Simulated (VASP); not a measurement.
Write the native input for VASP 6.6.1 that does the following.

```yaml
Task: single point
Functional: PBE
Potentials_or_basis: VASP PAW PBE potentials, release 64 (I_GW, Pd_GW)
Cutoff: 450 eV
k_mesh: 4 × 4 × 4
Occupations: gaussian, width 0.02 eV
Spin: no spin polarisation
Further_INCAR_settings: ALGO = Normal; EDIFF = 1e-06
```

The structure of Pd3I lies in POSCAR:

```
Pd3I
1.0
   -2.1469490000      2.1469490000      3.8759100000
    2.1469490000     -2.1469490000      3.8759100000
    2.1469490000      2.1469490000     -3.8759100000
I Pd
1 3
Direct
    0.0000000000      0.0000000000      0.0000000000
    0.5000000000      0.5000000000      0.0000000000
    0.2500000000      0.7500000000      0.5000000000
    0.7500000000      0.2500000000      0.5000000000
```

The cell comes from a database or a generator and needn't be the stable form of this composition.

The input as run:

INCAR

```
PREC = Accurate ; ENCUT = 450
EDIFF = 1E-6 ; ISMEAR = 0
SIGMA = 0.02 ; LREAL = F
LASPH = T ; NELM = 100
ALGO = Normal ; ISIF = 2
LWAVE = F ; LCHARG = F
GGA = PE
```

KPOINTS

```
regular mesh
0
Gamma
  4 4 4
```

Potentials or basis: VASP PAW PBE potentials, release 64 (I_GW, Pd_GW).

Command:

```sh
$ cat potpaw_PBE.64/I_GW/POTCAR potpaw_PBE.64/Pd_GW/POTCAR > POTCAR
$ mpirun -np 1 vasp_std > vasp.out
```

Results of the run:

```
Pressure               : -1.1 GPa
Band gap on the k mesh : none (metal or under the smearing width)
```

Caveat: the k mesh is coarse (spacing up to 0.52 Å⁻¹), so the values aren't converged; an odd number of electrons without spin polarisation forces a metal; a magnetic or distorted state may lie lower.

It took 30 s on 1 thread of Intel(R) Xeon(R) Platinum 8375C CPU @ 2.90GHz (Ice Lake), with other jobs on the host, peak memory 0.21 GiB.
